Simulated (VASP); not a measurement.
Calculation: TPSS meta-GGA, VASP's PBE PAW potentials (set 64) (plane waves; VASP).

VASP input:

### POSCAR
```
BaTiO3
1
    3.9837729775    -0.0000000000     0.0000000000
    0.0000000000     3.9837729775    -0.0000000000
    0.0000000000    -0.0000000000     3.9837729775
Ba Ti O
1 1 3
Direct
  0.0000000000   0.0000000000   0.0000000000
  0.5000000000   0.5000000000   0.5000000000
  0.5000000000   0.0000000000   0.5000000000
  0.0000000000   0.5000000000   0.5000000000
  0.5000000000   0.5000000000   0.0000000000
```

### KPOINTS
```
K-points
0
gamma
  5 5 5
0 0 0
```

INCAR:
```
! general
SYSTEM =BaTiO3
PREC   =Accurate
ENCUT  =520
LREAL  =.False.
LASPH  =.True.

! electronic loop
EDIFF  =1E-6
NELM   =100
ALGO   =Normal
LMAXMIX=4
LMIXTAU=.True.

! smearing
ISMEAR =0
SIGMA  =0.05

! functional
METAGGA=TPSS

! ions
IBRION =2
NSW    =60
ISIF   =3
EDIFFG =-0.02

! output
LWAVE  =.False.
LCHARG =.False.
```

POTCAR, in this order: Ba_sv Ti_sv O (PBE.64 set). Program: vasp_std.

The resulting files:

### OSZICAR
```
       N       E                     dE             d eps       ncg     rms          rms(c)
DAV:   1     0.522714668005E+03    0.52271E+03   -0.21879E+04   496   0.198E+03
DAV:   2     0.482248742635E+02   -0.47449E+03   -0.46702E+03   560   0.619E+02
DAV:   3    -0.363401810945E+02   -0.84565E+02   -0.81335E+02   840   0.228E+02
DAV:   4    -0.431081123357E+02   -0.67679E+01   -0.67518E+01   816   0.630E+01
DAV:   5    -0.433456975558E+02   -0.23759E+00   -0.23757E+00   712   0.991E+00    0.232E+01
DAV:   6    -0.663042148530E+02   -0.22959E+02   -0.23740E+02   480   0.155E+02    0.188E+01
DAV:   7    -0.629328577187E+02    0.33714E+01   -0.81234E+00   752   0.318E+01    0.127E+01
DAV:   8    -0.614080042008E+02    0.15249E+01   -0.28457E+01   648   0.341E+01    0.551E+00
DAV:   9    -0.617226529788E+02   -0.31465E+00   -0.27509E+00   568   0.151E+01    0.293E+00
DAV:  10    -0.618525844444E+02   -0.12993E+00   -0.57299E-01   672   0.596E+00    0.300E+00
DAV:  11    -0.617489980198E+02    0.10359E+00   -0.13205E+00   616   0.825E+00    0.844E-01
DAV:  12    -0.617453921304E+02    0.36059E-02   -0.81555E-02   584   0.220E+00    0.298E-01
DAV:  13    -0.617431817421E+02    0.22104E-02   -0.39500E-03   568   0.625E-01    0.234E-01
DAV:  14    -0.617455423920E+02   -0.23606E-02   -0.10655E-02   576   0.806E-01    0.148E-01
DAV:  15    -0.617456252558E+02   -0.82864E-04   -0.31791E-03   672   0.387E-01    0.103E-01
DAV:  16    -0.617455902007E+02    0.35055E-04   -0.24856E-04   688   0.143E-01    0.529E-02
DAV:  17    -0.617455873751E+02    0.28256E-05   -0.59955E-05   544   0.693E-02    0.812E-03
DAV:  18    -0.617455941019E+02   -0.67268E-05   -0.35275E-05   664   0.523E-02    0.896E-03
DAV:  19    -0.617455987348E+02   -0.46328E-05   -0.32233E-06   552   0.181E-02    0.101E-02
DAV:  20    -0.617455987909E+02   -0.56151E-07   -0.29327E-06   464   0.136E-02
   1 F= -.61745599E+02 E0= -.61745599E+02  d E =-.617456E+02
       N       E                     dE             d eps       ncg     rms          rms(c)
DAV:   1    -0.623183103862E+02   -0.57271E+00   -0.19390E+01   560   0.449E+01    0.666E+00
DAV:   2    -0.617628612675E+02    0.55545E+00   -0.24786E+00   584   0.146E+01    0.243E+00
DAV:   3    -0.617223767429E+02    0.40485E-01   -0.57303E-01   536   0.475E+00    0.791E-01
DAV:   4    -0.617298433561E+02   -0.74666E-02   -0.17942E-01   672   0.254E+00    0.613E-01
DAV:   5    -0.617383119151E+02   -0.84686E-02   -0.31632E-02   696   0.104E+00    0.590E-01
DAV:   6    -0.617391823377E+02   -0.87042E-03   -0.25707E-02   728   0.975E-01    0.323E-01
DAV:   7    -0.617416750547E+02   -0.24927E-02   -0.15163E-02   712   0.806E-01    0.118E-01
DAV:   8    -0.617415440801E+02    0.13097E-03   -0.22655E-03   624   0.404E-01    0.856E-02
DAV:   9    -0.617418049009E+02   -0.26082E-03   -0.55731E-04   736   0.142E-01    0.393E-02
DAV:  10    -0.617420951546E+02   -0.29025E-03   -0.40891E-04   576   0.182E-01    0.133E-02
DAV:  11    -0.617421033705E+02   -0.82159E-05   -0.28415E-05   624   0.354E-02    0.145E-02
DAV:  12    -0.617420944167E+02    0.89538E-05   -0.81958E-06   512   0.236E-02    0.130E-02
DAV:  13    -0.617421024228E+02   -0.80060E-05   -0.12277E-05   656   0.244E-02    0.232E-02
DAV:  14    -0.617421022745E+02    0.14830E-06   -0.39080E-06   504   0.169E-02
   2 F= -.61742102E+02 E0= -.61742102E+02  d E =0.349652E-02
       N       E                     dE             d eps       ncg     rms          rms(c)
DAV:   1    -0.619310174703E+02   -0.18892E+00   -0.54087E+00   568   0.231E+01    0.351E+00
DAV:   2    -0.617686524433E+02    0.16237E+00   -0.66015E-01   576   0.722E+00    0.128E+00
DAV:   3    -0.617564108922E+02    0.12242E-01   -0.12389E-01   608   0.248E+00    0.217E-01
DAV:   4    -0.617638046874E+02   -0.73938E-02   -0.78157E-02   640   0.125E+00    0.363E-01
DAV:   5    -0.617642114087E+02   -0.40672E-03   -0.31517E-03   536   0.538E-01    0.272E-01
DAV:   6    -0.617641781233E+02    0.33285E-04   -0.43996E-04   720   0.113E-01    0.192E-01
DAV:   7    -0.617659711520E+02   -0.17930E-02   -0.25855E-03   480   0.489E-01    0.124E-01
DAV:   8    -0.617658311005E+02    0.14005E-03   -0.14642E-03   704   0.287E-01    0.471E-02
DAV:   9    -0.617658759109E+02   -0.44810E-04   -0.35455E-05   544   0.572E-02    0.276E-02
DAV:  10    -0.617658905613E+02   -0.14650E-04   -0.80262E-05   728   0.536E-02    0.290E-02
DAV:  11    -0.617659288251E+02   -0.38264E-04   -0.70152E-05   664   0.726E-02    0.777E-03
DAV:  12    -0.617659299660E+02   -0.11409E-05   -0.28887E-06   480   0.121E-02    0.961E-03
DAV:  13    -0.617659298986E+02    0.67404E-07   -0.10677E-07   240   0.274E-03
   3 F= -.61765930E+02 E0= -.61765930E+02  d E =-.203311E-01
```

**OUTCAR**
```
------------------------ aborting loop because EDIFF is reached ----------------------------------------
  FORCE on cell =-STRESS in cart. coord.  units (eV):
  Direction    XX          YY          ZZ          XY          YZ          ZX
  --------------------------------------------------------------------------------------
  Total        0.0212932      0.0212932      0.0212932      0.0000000     -0.0000000      0.0000000
  in kB        0.5268870      0.5268870      0.5268870      0.0000000     -0.0000000      0.0000000
  external PRESSURE =       0.5268870 kB  Pullay stress =       0.0000000 kB
  volume of cell :       64.75
      direct lattice vectors                 reciprocal lattice vectors
     4.015545934  0.000000000 -0.000000000     0.249032141 -0.000000000 -0.000000000
     0.000000000  4.015545934  0.000000000    -0.000000000  0.249032141  0.000000000
     0.000000000  0.000000000  4.015545934     0.000000000 -0.000000000  0.249032141
 POSITION                                       TOTAL-FORCE (eV/Angst)
 -----------------------------------------------------------------------------------
      0.00000      0.00000      0.00000        -0.000000      0.000000      0.000000
      2.00777      2.00777      2.00777         0.000000      0.000000      0.000000
      2.00777      0.00000      2.00777        -0.000000      0.000000      0.000000
      0.00000      2.00777      2.00777         0.000000      0.000000      0.000000
      2.00777      2.00777     -0.00000        -0.000000      0.000000      0.000000
 -----------------------------------------------------------------------------------
    total drift:                                0.000000      0.000000     -0.000000
  FREE ENERGIE OF THE ION-ELECTRON SYSTEM (eV)
  ---------------------------------------------------
  free  energy   TOTEN  =       -61.7659298986 eV

  energy  without entropy=      -61.7659298986  energy(sigma->0) =      -61.76592990

 reached required accuracy - stopping structural energy minimisation
```
(Selected blocks of OUTCAR.)

**CONTCAR**
```
BaTiO3
   1.00000000000000
     4.0155459337746704    0.0000000000000000   -0.0000000000000000
     0.0000000000000000    4.0155459337746704    0.0000000000000000
     0.0000000000000000    0.0000000000000000    4.0155459337746704
  Ba              Ti              O
     1     1     3
Direct
     0.0000000000000000    0.0000000000000000    0.0000000000000000
     0.5000000000000000    0.5000000000000000    0.5000000000000000
     0.5000000000000000    0.0000000000000000    0.5000000000000000
     0.0000000000000000    0.5000000000000000    0.5000000000000000
     0.5000000000000000    0.5000000000000000    0.0000000000000000
```

Energy and stress use the plane-wave basis of the starting cell.

The compound is BaTiO3 in the cubic perovskite structure, the ideal cubic form; the compound distorts at low or room temperature. This run relaxes it. Symmetry was kept, so distortions that lower it aren't found.
